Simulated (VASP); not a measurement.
These are r2SCAN+rVV10, VASP's PBE PAW potentials (set 64) (plane waves; VASP 6.6.1) values and carry that method's errors.

Input for VASP

**KPOINTS**
```
K-points
0
gamma
  16 16 16
0 0 0
```

**POSCAR**
```
Cu
1.0
  0.0000000000   1.7820612044   1.7820612044
  1.7820612044   0.0000000000   1.7820612044
  1.7820612044   1.7820612044   0.0000000000
Cu
1
Cartesian
  0.0000000000   1.7820612044   1.7820612044
```

INCAR:
```
LUSE_VDW = .TRUE.
EDIFF = 1E-6
METAGGA = R2SCAN
PREC = Accurate
NSW = 60
IBRION = 2
LASPH = .TRUE.   ! aspherical one-centre terms
LREAL = .FALSE.   ! projection in real space or not
LWAVE = .FALSE.
SYSTEM = Cu
LMIXTAU = .TRUE.
BPARAM = 11.95
LCHARG = .FALSE.
EDIFFG = -0.01
ALGO = Normal
ENCUT = 400
NELM = 100   ! most electronic steps
SIGMA = 0.1
ISIF = 3
CPARAM = 0.0093
LMAXMIX = 4   ! l cut-off of mixed one-centre charges
ISMEAR = 1   ! Methfessel-Paxton
```

POTCAR, in this order: Cu (PBE.64 set). Program: vasp_std.

The resulting files:

### OSZICAR
```
       N       E                     dE             d eps       ncg     rms          rms(c)
DAV:   1     0.225159721301E+02    0.22516E+02   -0.50386E+03  2739   0.174E+03
DAV:   2    -0.127128976563E+02   -0.35229E+02   -0.33437E+02  2622   0.186E+02
DAV:   3    -0.131099515227E+02   -0.39705E+00   -0.39606E+00  3119   0.288E+01
DAV:   4    -0.131133495334E+02   -0.33980E-02   -0.33977E-02  3129   0.232E+00
DAV:   5    -0.131134022568E+02   -0.52723E-04   -0.52725E-04  3103   0.243E-01    0.799E+00
DAV:   6    -0.111340720910E+02    0.19793E+01   -0.28496E+01  2769   0.129E+02    0.571E+00
DAV:   7    -0.105475600003E+02    0.58651E+00   -0.58582E+00  2796   0.551E+01    0.556E-01
DAV:   8    -0.105415975509E+02    0.59624E-02   -0.10133E-01  2977   0.737E+00    0.871E-01
DAV:   9    -0.105351057181E+02    0.64918E-02   -0.12426E-01  3359   0.811E+00    0.492E-02
DAV:  10    -0.105359019808E+02   -0.79626E-03   -0.13672E-03  3126   0.497E-01    0.963E-02
DAV:  11    -0.105358743274E+02    0.27653E-04   -0.48225E-04  3558   0.417E-01    0.287E-02
DAV:  12    -0.105358974640E+02   -0.23137E-04   -0.27243E-04  2836   0.340E-01    0.229E-02
DAV:  13    -0.105358977901E+02   -0.32605E-06   -0.75346E-05  2842   0.173E-01    0.180E-03
DAV:  14    -0.105358989392E+02   -0.11492E-05   -0.26154E-07  1707   0.739E-03    0.178E-03
DAV:  15    -0.105358984208E+02    0.51845E-06   -0.79685E-07  1359   0.221E-02
   1 F= -.10535898E+02 E0= -.10535913E+02  d E =-.105359E+02
```

OUTCAR:
```
------------------------ aborting loop because EDIFF is reached ----------------------------------------
  FORCE on cell =-STRESS in cart. coord.  units (eV):
  Direction    XX          YY          ZZ          XY          YZ          ZX
  --------------------------------------------------------------------------------------
  Total       -0.0093455     -0.0093455     -0.0093455     -0.0000000     -0.0000000      0.0000000
  in kB       -1.3228603     -1.3228603     -1.3228603     -0.0000000     -0.0000000      0.0000000
  external PRESSURE =      -1.3228603 kB  Pullay stress =       0.0000000 kB
  volume of cell :       11.32
      direct lattice vectors                 reciprocal lattice vectors
     0.000000000  1.782061204  1.782061204    -0.280573977  0.280573977  0.280573977
     1.782061204  0.000000000  1.782061204     0.280573977 -0.280573977  0.280573977
     1.782061204  1.782061204  0.000000000     0.280573977  0.280573977 -0.280573977
 POSITION                                       TOTAL-FORCE (eV/Angst)
 -----------------------------------------------------------------------------------
      0.00000      0.00000      0.00000         0.000000      0.000000      0.000000
 -----------------------------------------------------------------------------------
    total drift:                                0.000000     -0.000000      0.000000
  FREE ENERGIE OF THE ION-ELECTRON SYSTEM (eV)
  ---------------------------------------------------
  free  energy   TOTEN  =       -10.5358984208 eV

  energy  without entropy=      -10.5359411877  energy(sigma->0) =      -10.53591268

 reached required accuracy - stopping structural energy minimisation
```
(Selected blocks of OUTCAR.)

The structure comes from a measured Cu entry (Fm-3m) of the Crystallography Open Database, whose conditions weren't checked. It was relaxed first. The start is the result of an earlier pass.
